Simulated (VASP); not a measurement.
Runs of VASP 6.6.1 on KAl. The structure is cubic, space group Pm-3m (No. 221). The conventional cell has a = 4.127 Å, b = 4.127 Å, c = 4.127 Å, α = 90.00°, β = 90.00°, γ = 90.00°. K (site symmetry m-3m) is surrounded by 8 Al at 3.57 Å. Around Al (site symmetry m-3m) lie 8 K at 3.57 Å. The cell was built by a generator and needn't be a form met in nature.

```tsv
level	potentials or basis	other keys	pressure (GPa)
SCAN	VASP PAW PBE potentials, release 64 (K_sv, Al)	-	-0.2
BLYP	VASP PAW PBE potentials, release 64 (K_sv, Al)	-	(a)
revPBE	VASP PAW PBE potentials, release 64 (K_sv, Al)	-	0.7
AM05	VASP PAW PBE potentials, release 64 (K_sv, Al)	-	-0.6
PW91	VASP PAW PBE potentials, release 64 (K_sv, Al)	-	(b)
RPBE	VASP PAW PBE potentials, release 64 (K_sv, Al)	-	0.9
r2SCAN	VASP PAW PBE potentials, release 64 (K_sv, Al)	-	-0.2
TPSS	VASP PAW PBE potentials, release 64 (K_sv, Al)	-	0.2
LDA	VASP PAW LDA potentials, release 64 (K_sv, Al)	-	-1.6
PBEsol	VASP PAW PBE potentials, release 64 (K_sv, Al)	-	-0.8
```

Alike in all rows: task band structure; no spin polarisation; cell as given; k mesh 7 × 7 × 7; cutoff (eV) 520; smearing fermi-dirac 0.05 eV.

Question: Fill in the values left out.

Answer: (a) 1.3; (b) 0.0.

Caveats: the PAW data sets were made with another functional, which shifts forces and pressure a little (some runs).

Runs at the PBE level aren't shown here.
